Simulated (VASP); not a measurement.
Data:

```
CELL_PARAMETERS angstrom
      1.54610    -2.67792     0.00000
      1.54610     2.67792     0.00000
      0.00000     0.00000     5.07831
ATOMIC_POSITIONS crystal
  Si 0.66667 0.33333 0.49967
  Si 0.33333 0.66667 0.99967
  C  0.66667 0.33333 0.87533
  C  0.33333 0.66667 0.37533
```

The numbers are results of optB88-vdW, VASP's PBE PAW potentials (set 64) (plane waves; VASP), not measurements. Settings: 520 eV cut-off, Gaussian smearing of 0.050 eV, potentials Si C.

Task: Estimate the band gap (along the path) with the smallest direct gap where there is one.

Result: 
```json
{
 "band gap (along the path)": "2.45 eV",
 "smallest direct gap (along the path)": "4.08 eV"
}
```

Total energies compare only between runs with the same potentials, cut-off and functional.

The compound is SiC in the wurtzite structure, the rare 2H polytype. It was relaxed first.
